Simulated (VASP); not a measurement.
Data:

```
CaO
1.0
    0.00000     2.40060     2.40060
    2.40060     0.00000     2.40060
    2.40060     2.40060     0.00000
Ca O
1 1
Direct
  0.00000   0.00000   0.00000
  0.50000   0.50000   0.50000
```

Computed with rev-vdW-DF2, VASP's PBE PAW potentials (set 64) (plane waves; VASP 6.6.1). Run with 520 eV cut-off, Gaussian smearing of 0.050 eV, potentials Ca_sv O.

Question: Give the energies of bands 6 to 11 at the high-symmetry points, in eV from the valence-band maximum.

Answer: 
```tsv
band	Γ	X	U	L	W
6	0.00	-1.30	-1.34	-2.65	-1.29
7	0.00	-0.37	-1.21	-1.21	-1.06
8	0.00	-0.37	-0.79	-1.21	-1.06
9	4.76	3.61	5.12	7.05	6.30
10	6.20	8.07	7.99	8.34	6.30
11	6.20	8.91	8.58	8.34	8.41
```

The gap is indirect, 3.61 eV, from the valence maximum at Γ to the conduction minimum at X.

The compound is CaO in the rock salt structure. It was relaxed first.
